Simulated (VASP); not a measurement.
Output of a VASP run:

File OSZICAR:
```
       N       E                     dE             d eps       ncg     rms          rms(c)
DAV:   1    -0.149526347457E+04   -0.14953E+04   -0.58906E+03    78   0.958E+02
DAV:   2    -0.158627124359E+04   -0.91008E+02   -0.85797E+02    83   0.230E+02
DAV:   3    -0.159211485753E+04   -0.58436E+01   -0.58216E+01   108   0.626E+01
DAV:   4    -0.159226926250E+04   -0.15440E+00   -0.15437E+00   107   0.111E+01
DAV:   5    -0.562385110131E+01    0.15866E+04   -0.90388E+00    93   0.673E+01    0.440E+00
DAV:   6    -0.576821482420E+01   -0.14436E+00   -0.78169E-01    98   0.132E+01    0.446E+00
DAV:   7    -0.574013006024E+01    0.28085E-01   -0.16211E-01    98   0.156E+01    0.284E+00
DAV:   8    -0.574254706191E+01   -0.24170E-02   -0.31207E-02    88   0.155E+00    0.207E+00
DAV:   9    -0.574205402376E+01    0.49304E-03   -0.45368E-03    98   0.209E+00    0.130E+00
DAV:  10    -0.574219692608E+01   -0.14290E-03   -0.93500E-04   117   0.614E-01    0.683E-01
DAV:  11    -0.574238026837E+01   -0.18334E-03   -0.24627E-04   112   0.215E-01    0.374E-01
DAV:  12    -0.574250698056E+01   -0.12671E-03   -0.77859E-05    88   0.121E-01    0.218E-01
DAV:  13    -0.574258446862E+01   -0.77488E-04   -0.32470E-05   101   0.450E-02    0.117E-01
DAV:  14    -0.574262760655E+01   -0.43138E-04   -0.13022E-05    88   0.329E-02    0.633E-02
DAV:  15    -0.574265065040E+01   -0.23044E-04   -0.65098E-06    88   0.197E-02    0.352E-02
DAV:  16    -0.574266276852E+01   -0.12118E-04   -0.29551E-06    93   0.128E-02    0.197E-02
DAV:  17    -0.574266893591E+01   -0.61674E-05   -0.13704E-06    80   0.850E-03    0.111E-02
DAV:  18    -0.574267208970E+01   -0.31538E-05   -0.68741E-07    72   0.616E-03    0.641E-03
DAV:  19    -0.574267367283E+01   -0.15831E-05   -0.35004E-07    69   0.465E-03    0.376E-03
DAV:  20    -0.574267446491E+01   -0.79208E-06   -0.18942E-07    64   0.391E-03
   1 F= -.57426745E+01 E0= -.57426745E+01  d E =-.560322E-28
```

OUTCAR:
```
------------------------ aborting loop because EDIFF is reached ----------------------------------------
  FORCE on cell =-STRESS in cart. coord.  units (eV):
  Direction    XX          YY          ZZ          XY          YZ          ZX
  --------------------------------------------------------------------------------------
  Total        1.3753503      1.3753503      1.3753503      0.0000000     -0.0000000      0.0000000
  in kB       39.4352733     39.4352733     39.4352733      0.0000000     -0.0000000      0.0000000
  external PRESSURE =      39.4352733 kB  Pullay stress =       0.0000000 kB
  volume of cell :       55.88
      direct lattice vectors                 reciprocal lattice vectors
     0.000000000  3.034378000  3.034378000    -0.164778416  0.164778416  0.164778416
     3.034378000  0.000000000  3.034378000     0.164778416 -0.164778416  0.164778416
     3.034378000  3.034378000  0.000000000     0.164778416  0.164778416 -0.164778416
  FREE ENERGIE OF THE ION-ELECTRON SYSTEM (eV)
  ---------------------------------------------------
  free  energy   TOTEN  =        -5.7426744649 eV

  energy  without entropy=       -5.7426744649  energy(sigma->0) =       -5.74267446

  exchange ACFDT corr.  =         0.00000000  see jH, gK, PRB 81, 115126
```
(Selected blocks of OUTCAR.)

### POSCAR
```
CuI
1
    0.0000000000     3.0343780000     3.0343780000
    3.0343780000     0.0000000000     3.0343780000
    3.0343780000     3.0343780000     0.0000000000
Cu I
1 1
Direct
  0.0000000000   0.0000000000   0.0000000000
  0.2500000000   0.2500000000   0.2500000000
```

Q: Reconstruct the remaining input files.

A: One answer among several that fit: the input of the run itself, HSE06 screened hybrid, plane waves, VASP's PBE PAW potentials (set 64).

INCAR:
```
! general
SYSTEM    =  CuI
PREC      =  Accurate
ENCUT     =  300
LREAL     =  .False.
LASPH     =  .True.
ISYM      =  3

! electronic loop
EDIFF     =  1E-6
NELM      =  100
ALGO      =  Normal
LMAXMIX   =  4

! smearing
ISMEAR    =  0
SIGMA     =  0.02

! functional
GGA       =  PE
LHFCALC   =  .True.
AEXX      =  0.25
HFSCREEN  =  0.2
PRECFOCK  =  Fast

! ions
ISIF      =  2

! output
LWAVE     =  .False.
LCHARG    =  .False.
```

KPOINTS:
```
Automatic mesh
0
gamma
 2 2 2
0 0 0
```

POTCAR, in this order: Cu I (PBE.64 set). Program: vasp_std.

At this cut-off the stress carries a Pulay error, which pulls relaxed volumes low.

The structure is a typed CuI crystal. The cell was not relaxed at this level. The k-mesh is coarse (spacing up to 0.90 per Å, 2π included), so the numbers may not be converged in it. The run is one of a series of settings (AEXX = 0.25, HFSCREEN = 0.2, ISYM = 3, LHFCALC = .TRUE., PRECFOCK = Fast, KPOINTS 2×2×2 Γ-centred mesh against the base run), some of them coarse on purpose.
